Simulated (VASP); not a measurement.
An input for Quantum ESPRESSO's pw.x (written as the equivalent of a VASP run, and not itself run):

```
&CONTROL
  calculation = 'scf'
  pseudo_dir = './pseudo'
  outdir = './out'
  tprnfor = .true.
  tstress = .true.
/
&SYSTEM
  ibrav = 0
  nat = 3
  ntyp = 2
  ecutwfc = 86
  occupations = 'tetrahedra'
  input_dft = 'pbe'
  vdw_corr = 'grimme-d3'
  dftd3_version = 3
  dftd3_threebody = .false.
/
&ELECTRONS
  conv_thr = 7.3e-09
  electron_maxstep = 100
/
ATOMIC_SPECIES
  Li 6.940 Li.upf
  Se 78.971 Se.upf
CELL_PARAMETERS angstrom
     0.0000000    2.9422902    2.9422902
     2.9422902    0.0000000    2.9422902
     2.9422902    2.9422902    0.0000000
ATOMIC_POSITIONS crystal
  Li   0.2500000  0.2500000  0.2500000
  Li   0.7500000  0.7500000  0.7500000
  Se   0.0000000  0.0000000  0.0000000
K_POINTS automatic
  7 7 7 0 0 0
```

Write the VASP files for the same calculation (PBE-D3 (zero damping)).

Several could match; the one computed here: 
### POSCAR
```
Li2Se
1.0
  0.0000000000   2.9422902346   2.9422902346
  2.9422902346   0.0000000000   2.9422902346
  2.9422902346   2.9422902346   0.0000000000
Li Se
2 1
direct
  0.2500000000   0.2500000000   0.2500000000
  0.7500000000   0.7500000000   0.7500000000
  0.0000000000   0.0000000000   0.0000000000
```

File KPOINTS:
```
Automatic mesh
0
gamma
 7 7 7
0 0 0
```

INCAR:
```
ISMEAR=-5
IVDW=11
GGA=PE
NELM=100   # most electronic steps
LORBIT=11   # lm-projected
LCHARG=.TRUE.
NEDOS=601
LWAVE=.FALSE.
ISIF=2
EDIFF=1E-7
LASPH=.TRUE.   # aspherical one-centre terms
LREAL=.FALSE.   # projection in real space or not
SYSTEM=Li2Se
ALGO=Normal
PREC=Accurate
LMAXMIX=4   # l cut-off of mixed one-centre charges
LEFG=.TRUE.
ENCUT=520
```

POTCAR, in this order: Li_sv Se (PBE.64 set). Program: vasp_std.

What does not carry over: the potentials are each code's own (VASP's PAW set, PseudoDojo norm-conserving files in pw.x), so ENCUT and ecutwfc are chosen apart and not converted; conv_thr bounds pw.x's estimated SCF error, while EDIFF bounds the energy change between steps; the field gradients of LEFG aren't asked of the other code.

The compound is Li2Se in the antifluorite structure. It was relaxed first, which changed the volume by -6 %.
